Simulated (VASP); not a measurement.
```
Na2S
1.0
    0.00000     3.18888     3.18888
    3.18888     0.00000     3.18888
    3.18888     3.18888     0.00000
Na S
2 1
Direct
  0.25000   0.25000   0.25000
  0.75000   0.75000   0.75000
  0.00000   0.00000   0.00000
```

The numbers are results of r2SCAN meta-GGA, VASP's PBE PAW potentials (set 64) (plane waves; VASP), not measurements. Run with 520 eV cut-off, 6×6×6 Γ-centred mesh, Gaussian smearing of 0.050 eV, potentials Na_pv S.

Problem. Give the stress tensor in GPa (positive for a compressed cell).

Solution. 
```
2.00  0.00  0.00
0.00  2.00  0.00
0.00  0.00  2.00
```
The pressure is its mean diagonal, 2.00 GPa.

The compound is Na2S in the antifluorite structure. This cell is one point of a volume scan, at 0.94 of the reference volume.
